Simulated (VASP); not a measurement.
Here is the system:

```
PbO2
1.0
    4.99340     0.00000     0.00000
    0.00000     4.99340     0.00000
    0.00000     0.00000     3.41373
Pb O
2 4
Direct
  0.00000   0.00000   0.00000
  0.50000   0.50000   0.50000
  0.30756   0.30756   0.00000
  0.80756   0.19244   0.50000
  0.19244   0.80756   0.50000
  0.69244   0.69244   0.00000
```

Computed with PBEsol GGA, VASP's PBE PAW potentials (set 64) (plane waves; VASP). Run with 620 eV cut-off, 5×5×7 Γ-centred mesh, Gaussian smearing of 0.050 eV, potentials Pb_d O.

### Question
Predict the energy per atom (σ→0).

### Answer

energy per atom (σ→0): -5.680 eV/atom

The compound is PbO2 in the rutile structure. It was relaxed first.
